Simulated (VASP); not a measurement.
The system is Ta4NiO11.

```
Ta Ni O
1.0
     0.00000    4.86715    4.86715
     4.86715    0.00000    4.86715
     4.86715    4.86715    0.00000
Ta Ni O
4 1 11
Direct
  0.63007 0.10980 0.63007
  0.63007 0.63007 0.63007
  0.10980 0.63007 0.63007
  0.63007 0.63007 0.10980
  0.00000 0.00000 0.00000
  0.25000 0.25000 0.25000
  0.84346 0.46962 0.84346
  0.84346 0.84346 0.84346
  0.46962 0.84346 0.84346
  0.84346 0.84346 0.46962
  0.30023 0.69977 0.69977
  0.69977 0.30023 0.30023
  0.69977 0.69977 0.30023
  0.30023 0.30023 0.69977
  0.30023 0.69977 0.30023
  0.69977 0.30023 0.69977
```

The cell was built by a generator and needn't be a form met in nature.

```yaml
Program: VASP 6.6.1
Task: relaxation of cell and atoms
Functional: PBE
Dispersion: D2
Potentials_or_basis: VASP PAW PBE potentials, release 64 (Ta_pv, Ni, O)
Cutoff: 600 eV
k_mesh: 5 × 5 × 5
Occupations: fermi-dirac, width 0.05 eV
Spin: collinear spin, ferromagnetic start
Starting_moments: "[0.0, 0.0, 0.0, 0.0, 1.0, 0.0, 0.0, 0.0, 0.0, 0.0, 0.0, 0.0, 0.0, 0.0, 0.0, 0.0] μB"
```

At the start: pressure -1.7 GPa; volume 14.41 Å³/atom.

**Question.** How do energy, volume and symmetry change on relaxing?

**Answer.** Over 16 steps the energy falls by 21.5 meV/atom and the volume is 14.28 Å³/atom (-0.9 %); space group F-43m (No. 216, to 0.05 Å); moment 2.14 μB per cell.

Step by step:
```tsv
step	energy change (eV)	largest force (eV/Å)	pressure (GPa)	volume (Å³)
1	0.0000	0.4199	-1.69	230.60
2	-0.2959	1.3867	3.78	225.56
3	-0.3381	0.2547	0.18	229.21
4	-0.3393	0.1506	-0.17	229.54
5	-0.3394	0.1123	-0.40	229.66
6	-0.3394	0.1212	-0.09	229.63
7	-0.3403	0.1974	-0.31	229.40
8	-0.3408	0.0844	-0.38	229.48
9	-0.3422	0.1073	-0.06	228.87
10	-0.3424	0.1157	0.10	228.65
11	-0.3432	0.0299	0.05	228.58
12	-0.3432	0.0282	0.04	228.58
13	-0.3433	0.0124	-0.04	228.62
14	-0.3433	0.0178	-0.13	228.66
15	-0.3433	0.0154	-0.10	228.64
16	-0.3434	0.0070	-0.05	228.52
```

Final structure:
```yaml
crystal:
  lattice:
    - [0.00003, 4.85252, 4.85252]
    - [4.85252, 0.00003, 4.85252]
    - [4.85252, 4.85252, 0.00003]
  atoms:
    - { symbol: Ta, position: [0.62996, 0.11012, 0.62996] }
    - { symbol: Ta, position: [0.62996, 0.62996, 0.62996] }
    - { symbol: Ta, position: [0.11012, 0.62996, 0.62996] }
    - { symbol: Ta, position: [0.62996, 0.62996, 0.11012] }
    - { symbol: Ni, position: [0.00000, 0.00000, 0.00000] }
    - { symbol: O, position: [0.25000, 0.25000, 0.25000] }
    - { symbol: O, position: [0.84364, 0.46909, 0.84364] }
    - { symbol: O, position: [0.84364, 0.84364, 0.84364] }
    - { symbol: O, position: [0.46909, 0.84364, 0.84364] }
    - { symbol: O, position: [0.84364, 0.84364, 0.46909] }
    - { symbol: O, position: [0.29927, 0.70073, 0.70073] }
    - { symbol: O, position: [0.70073, 0.29927, 0.29927] }
    - { symbol: O, position: [0.70073, 0.70073, 0.29927] }
    - { symbol: O, position: [0.29927, 0.29927, 0.70073] }
    - { symbol: O, position: [0.29927, 0.70073, 0.29927] }
    - { symbol: O, position: [0.70073, 0.29927, 0.70073] }
```

Caveat: atom-pairwise D2, TS and ULG terms overbind metals; a cell with one magnetic atom can't hold antiferromagnetic order, which such compounds often take; pairwise dispersion overbinds metals, which lowers pressure and volume.
